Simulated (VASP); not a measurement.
Input of a VASP 6.6.1 run:

File INCAR:

```
SYSTEM = SiC
PREC     = Accurate       ! precision mode
ENCUT    = 520            ! plane-wave cutoff, eV
EDIFF    = 1E-8           ! SCF threshold, eV
ISMEAR   = 0              ! smearing method
SIGMA    = 0.02           ! smearing width, eV
LREAL    = .False.        ! projectors in reciprocal space
LASPH    = .True.         ! aspherical terms in the spheres
NELM     = 60             ! most SCF steps
ALGO     = Normal         ! electronic algorithm
ISIF     = 2              ! what is computed and relaxed
LWAVE    = .False.        ! write WAVECAR
LCHARG   = .False.        ! write CHGCAR
GGA      = PE             ! functional
LEPSILON = .True.         ! dielectric tensor by DFPT
IBRION   = 8              ! ionic algorithm
NSW      = 1              ! ionic steps
```

KPOINTS

```
regular mesh
0
Gamma
  12 12 12
  0 0 0
```

Contents of POSCAR:

```
SiC
1.0
    0.0000000000      2.1790000000      2.1790000000
    2.1790000000      0.0000000000      2.1790000000
    2.1790000000      2.1790000000      0.0000000000
Si C
1 1
Direct
    0.0000000000      0.0000000000      0.0000000000
    0.2500000000      0.2500000000      0.2500000000
```

Potentials or basis: VASP PAW PBE potentials, release 64 (Si, C).

Run with:

```console
$ cat potpaw_PBE.64/Si/POTCAR potpaw_PBE.64/C/POTCAR > POTCAR
$ mpirun -np 1 vasp_std > vasp.out
```

Problem. Estimate the electronic dielectric tensor (diagonal).

Solution. 6.97.

Problem. What does it give for the Born charges (mean of the diagonal)?

Solution. Si +2.69; C -2.69 e.

Problem. Predict the band gap on the k mesh.

Solution. 1.36 eV, indirect (least direct gap 4.54 eV).

Phonon frequencies in cm⁻¹ (negative: imaginary):
| q point | frequencies |
| --- | --- |
| (0.000, 0.000, 0.000) | 0 0 0 788 788 788 |

**Experimental background.**

From “Insight into the structural, elastic and electronic properties of a new orthorhombic 6O-SiC polytype”, 2020, pmc:7200658, for a bulk crystal of SiC: band gap 2.4 eV (indirect).

From “Infrared properties of SiC particles”, 1999, arxiv:astro-ph/9903031, for a bulk crystal of SiC: high-frequency dielectric constant 6.49.

A measured gap of SiC is 2.4 eV (indirect; quoted in “Insight into the structural, elastic and electronic properties of a new orthorhombic 6O-SiC polytype”, 2020, pmc:7200658); the calculated 1.36 eV misses it by -1.04 eV. The value is that of PBE on a finite k mesh, which can miss the band edges, without temperature or zero-point motion. Semilocal functionals fall short of measured gaps as a rule. Against the measured high-frequency dielectric constant of SiC, 6.49 (quoted in “Infrared properties of SiC particles”, 1999, arxiv:astro-ph/9903031), the calculated 6.97 is off by +7.4 %.
